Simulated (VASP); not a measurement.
```
CELL_PARAMETERS angstrom
      0.00000     2.44000     2.44000
      2.44000     0.00000     2.44000
      2.44000     2.44000     0.00000
ATOMIC_POSITIONS crystal
  Y  0.00000 0.00000 0.00000
  N  0.50000 0.50000 0.50000
```

Level of theory: RPBE GGA, VASP's PBE PAW potentials (set 64) (plane waves; VASP). Settings: 520 eV cut-off, 8×8×8 Γ-centred mesh, Gaussian smearing of 0.050 eV, potentials Y_sv N.

Energy and stress use the plane-wave basis of the starting cell.

Problem. The ions, cell shape and volume are relaxed. Predict the relaxed structure.

Solution. 
```
CELL_PARAMETERS angstrom
      0.00000     2.46928     2.46928
      2.46928     0.00000     2.46928
      2.46928     2.46928     0.00000
ATOMIC_POSITIONS crystal
  Y  0.00000 0.00000 0.00000
  N  0.50000 0.50000 0.50000
```
Space group Fm-3m (225), at a tolerance of 0.03 Å.

Problem. How do energy and volume change from the first to the last step?

Solution. The energy (σ→0) changes by -9.1 meV/atom and the volume by +3.6 %, in 3 ionic steps.

The compound is YN in the rock salt structure. This run relaxes it. Symmetry was kept, so distortions that lower it aren't found.
